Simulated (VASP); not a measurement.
VASP runs on Tc2C (space group P6_3/mmc) share one base input (PBE GGA, plane waves, VASP's PBE PAW potentials (set 64)) and change the settings named in each case.

KPOINTS:
```
Automatic mesh
0
Gamma
6 6 5
0 0 0
```

**INCAR**
```
SYSTEM = Tc2C
PREC = Accurate
ENCUT = 400
EDIFF = 1E-6
NELM = 100
ALGO = Normal
LREAL = .FALSE.
LASPH = .TRUE.
ISMEAR = 0
SIGMA = 0.1
GGA = PE
LMAXMIX = 4
LWAVE = .FALSE.
LCHARG = .FALSE.
ISIF = 2
```

### POSCAR
```
Tc2C
1
    3.9636120000     0.0000000000     0.0000000000
   -1.9818060000     3.4325890000     0.0000000000
    0.0000000000     0.0000000000     4.8565140000
C Tc
2 4
Direct
  0.3333330000   0.6666670000   0.2500000000
  0.6666670000   0.3333330000   0.7500000000
  0.0000000000   0.0000000000   0.0000000000
  0.0000000000   0.0000000000   0.5000000000
  0.3333330000   0.6666670000   0.7500000000
  0.6666670000   0.3333330000   0.2500000000
```

POTCAR, in this order: C Tc_pv (PBE.64 set). Program: vasp_std.

```json
[
 {"change": "base run", "E(σ→0) (eV/atom)": "-8.7558", "pressure (GPa)": "14.41", "−TS (eV)": "-0.0569"},
 {"change": "GGA = PS", "E(σ→0) (eV/atom)": "-9.5756", "pressure (GPa)": "?", "−TS (eV)": "?"},
 {"change": "GGA_COMPAT = .FALSE., LNONCOLLINEAR = .TRUE., LSORBIT = .TRUE., MAGMOM = 0.0 0.0 0.0 0.0 0.0 0.0 0.0 0.0 0.0 0.0 0.0 0.0 0.0 0.0 0.0 0.0 0.0 0.0, program vasp_ncl", "E(σ→0) (eV/atom)": "-8.8208", "pressure (GPa)": "14.57", "−TS (eV)": "-0.0564"},
 {"change": "KPOINTS 3×3×2 Γ-centred mesh", "E(σ→0) (eV/atom)": "-8.7902", "pressure (GPa)": "12.88", "−TS (eV)": "-0.0033"}
]
```

Task: What belongs in the gaps?

Result: 
- GGA = PS, pressure (GPa): 4.54
- GGA = PS, −TS (eV): -0.0571

Energies of different potentials or functionals have different zeros.  At 400 eV the pressure can carry a Pulay error.

Left out are runs that ran out of time, are held back, or changed the cell or the kind of run, fixed moments of cells without a moment, rows past the twelfth, gaps on odd meshes, pressures of charged cells and columns that move by less than the noise.

The structure was generated: Tc2C was put into an ordered model structure, which need not be its known phase. The cell was not relaxed at this level.
